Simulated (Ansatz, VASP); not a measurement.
# Al (Aluminum) in two plane-wave programs, part 2 of 2

One calculation is typed for both programs; each brings its own data sets. How far apart do they land? The cell is taken from a series of runs on this material, whose earlier steps may have relaxed, scaled, displaced or heated it; both programs get it as it stands.

VASP 6.6.1 and Ansatz 0.2.0.

So far. Step 3 (Ansatz: single point, LDA, pair 1): The run ends at a pressure of -1.19 GPa. Step 5 (VASP: single point, LDA, pair 2): The run ends at a pressure of 1.40 GPa.

### Step 6. Ansatz: single point, LDA, pair 2

Level of this step: Ansatz beside VASP: Kohn-Sham DFT, plane waves, LDA (Ansatz).

The same cell, functional (in two slightly different forms), mesh and smearing now go to Ansatz, which takes its cutoff from its data sets.

The cell is taken from a series of runs on this material, whose earlier steps may have relaxed, scaled, displaced or heated it; both programs get it as it stands.

File input.yaml:

```yaml
crystal:
  lattice:
    - [0.0, 1.9810504473, 1.9810504473]
    - [1.9810504473, 0.0, 1.9810504473]
    - [1.9810504473, 1.9810504473, 0.0]
  atoms:
    - { symbol: Al, position: [0.0, 0.0, 0.0] }
kpoints:
  mp_grid: { grid: [20, 20, 20] }
hamiltonian:
  xc: lda
  pseudopotentials: { kind: paw, azcp: { folder: soft_1 }, xc_functional: pbe }
scf:
  occupations: { method: methfessel_paxton, width: 0.2 }
  lower_state_search: "off"
output:
  forces: true
  stress: true
  eigenvalues: true
```

The run is started by

```bash
$ ansatz run input.yaml --threads 8 --pin off --max-ram 16384MiB --backend cpu --events-out ev --progress --plain --runs-dir out
```

Numbers of over 12 decimals in the logs are rounded to 6 here.

Log:

```text
[...]
Crystal: 1 atoms, lattice volume = 15.550 Å³
Basis set: ecut = 420 eV, 307 PW (Γ)
Bands: 6, of which v1, the nominal top of the filled ones, is band 2 counted from 1 (1 counted from 0)
Symmetry: 48 space group operations
[...]
k-points: 256 of 8000
[...]
Internal energy: -512.875635 eV  (E = F + TS)
E sigma→0 (E₀):  -512.875841 eV
Entropy (-TS):   -0.000275 eV (-0.275 meV/atom)
Fermi energy:    8.403354 eV
[...]
--- Stress (GPa, compression-positive) ---
        1.294882       0.000000      -0.000000
       -0.000000       1.294882      -0.000000
       -0.000000       0.000000       1.294882
  P = ⅓ Tr σ = 1.2949 GPa (12.949 kbar)
--- Band table (eV; the first three rows and the last of 256) ---
[...]
[key lines of the parts left out:]
SCF converged after 5 iterations
Free energy (F): -512.875910 eV
```

The run ends at a pressure of 1.29 GPa.

### Step 7. Side by side

Both answers:

| quantity | Ansatz | VASP | difference |
| --- | --- | --- | --- |
| pressure (GPa) | 1.29 | 1.40 | -0.10 |

### Step 8. Ansatz: single point, LDA, pair 3

A single point gives forces, pressure and levels at one fixed geometry, so differences don't come from the geometry; what else differs is listed under the comparison. The cell compared in this pair holds 16.26 Å³, against 15.55 Å³ for the pair before.

The cell is taken from a series of runs on this material, whose earlier steps may have relaxed, scaled, displaced or heated it; both programs get it as it stands.

input.yaml, the sections that differ from step 6:

```yaml
crystal:
  lattice:
    - [0.0, 2.0107706295, 2.0107706295]
    - [2.0107706295, 0.0, 2.0107706295]
    - [2.0107706295, 2.0107706295, 0.0]
  atoms:
    - { symbol: Al, position: [0.0, 0.0, 0.0] }
# kpoints, hamiltonian, scf, output: as in step 6
```

Log:

```text
[...]
Crystal: 1 atoms, lattice volume = 16.260 Å³
Basis set: ecut = 420 eV, 331 PW (Γ)
Bands: 6, of which v1, the nominal top of the filled ones, is band 2 counted from 1 (1 counted from 0)
Symmetry: 48 space group operations
[...]
k-points: 256 of 8000
[...]
Internal energy: -512.872962 eV  (E = F + TS)
E sigma→0 (E₀):  -512.873285 eV
Entropy (-TS):   -0.000431 eV (-0.431 meV/atom)
Fermi energy:    7.924692 eV
[...]
--- Stress (GPa, compression-positive) ---
       -2.274907      -0.000000      -0.000000
       -0.000000      -2.274907       0.000000
        0.000000      -0.000000      -2.274907
  P = ⅓ Tr σ = -2.2749 GPa (-22.749 kbar)
--- Band table (eV; the first three rows and the last of 256) ---
[...]
[key lines of the parts left out:]
SCF converged after 5 iterations
Free energy (F): -512.873393 eV
```

The run ends at a pressure of -2.27 GPa.

### Step 9. VASP: single point, LDA, pair 3

The same cell, functional (in two slightly different forms), mesh and smearing now go to VASP, with its own data sets.

File INCAR:

```
SYSTEM = Al
PREC = Accurate
ENCUT = 500
EDIFF = 1E-06
NELM = 120
ISMEAR = 1
SIGMA = 0.2
LREAL = .FALSE.
ALGO = Normal
GGA = CA
NBANDS = 7
LORBIT = 11
LWAVE = .FALSE.
LCHARG = .FALSE.
ISIF = 2
LASPH = .TRUE.
GGA_COMPAT = .FALSE.
```

File POSCAR:

```
Al
1.0
    0.0000000000      2.0107706295      2.0107706295
    2.0107706295      0.0000000000      2.0107706295
    2.0107706295      2.0107706295      0.0000000000
Al
1
Direct
    0.0000000000      0.0000000000      0.0000000000
```

File KPOINTS:

```
Automatic mesh
0
Gamma
20 20 20
0 0 0
```

The projector-augmented-wave data sets are Al (LDA family, release 64).

The run is started by

```bash
$ mpirun -np 1 vasp_std
```

Log:

```text
[... set-up lines as in an earlier step ...]
 entering main loop
       N       E                     dE             d eps       ncg     rms          rms(c)
DAV:   1    -0.271558017737E+01   -0.27156E+01   -0.85222E+02  3661   0.225E+02
DAV:   2    -0.420853916165E+01   -0.14930E+01   -0.14457E+01  4809   0.213E+01
DAV:   3    -0.421718302627E+01   -0.86439E-02   -0.84671E-02  4865   0.176E+00
DAV:   4    -0.421719679907E+01   -0.13773E-04   -0.13771E-04  5453   0.627E-02
DAV:   5    -0.421719681052E+01   -0.11456E-07   -0.11192E-07  4879   0.114E-03    0.139E+00
DAV:   6    -0.419937613831E+01    0.17821E-01   -0.26040E-03  4746   0.230E-01    0.779E-01
DAV:   7    -0.418788956654E+01    0.11487E-01   -0.64887E-03  4424   0.357E-01    0.161E-01
DAV:   8    -0.418786545768E+01    0.24109E-04   -0.21953E-05  5600   0.349E-02    0.149E-02
DAV:   9    -0.418786525602E+01    0.20166E-06   -0.12472E-07  4781   0.179E-03
   1 F= -.41878653E+01 E0= -.41877192E+01  d E =-.438221E-03
```

OUTCAR, selected parts (step 9):

```text
  Total       -0.2236471     -0.2236471     -0.2236471      0.0000000      0.0000000     -0.0000000
  in kB      -22.0371965    -22.0371965    -22.0371965      0.0000000      0.0000000     -0.0000000
  external PRESSURE =     -22.0371965 kB  Pullay stress =       0.0000000 kB

 POSITION                                       TOTAL-FORCE (eV/Angst)
 -----------------------------------------------------------------------------------
      0.00000      0.00000      0.00000         0.000000      0.000000      0.000000
 -----------------------------------------------------------------------------------
    total drift:                               -0.000000      0.000000      0.000000

  FREE ENERGIE OF THE ION-ELECTRON SYSTEM (eV)
  ---------------------------------------------------
  free  energy   TOTEN  =        -4.1878652560 eV

  energy  without entropy=       -4.1874270351  energy(sigma->0) =       -4.18771918

[... 1 part as in an earlier step ...]

[... 2 further parts left out ...]
[key lines of the parts left out:]
E-fermi :   7.9907
```

The run ends at a pressure of -2.20 GPa.

### Step 10. Differences

The two programs side by side:

| quantity | Ansatz | VASP | difference |
| --- | --- | --- | --- |
| pressure (GPa) | -2.27 | -2.20 | -0.07 |

### Step 11. Outcome

| Quantity | Value |
| --- | --- |
| difference in pressure (single point, LDA, pair 1) | -0.081 GPa |
| difference in pressure (single point, LDA, pair 2) | -0.10 GPa |
| difference in pressure (single point, LDA, pair 3) | -0.071 GPa |

**Reading.** The difference in pressure is -0.10 GPa (single point, LDA, pair 2), within the 1 GPa picked in this series as the mark of a large difference. 2 further runs of this series are not shown here. Such differences can come from data sets, numerical settings and the points named under the comparisons, not from the functional's error against experiment.

[Lines on the potential files, build, host, timing and source positions are cut from VASP's logs without a mark.]

[Logs are printed without paths, hosts, clocks, repeated set-up lines and the standing remarks that a program may print on its own settings, such as how far it seeks lower states.]

[Hosts, paths, dates, database ids (printed as entryN), source tags and the programs' standing remarks are cut or masked in the printed files.]
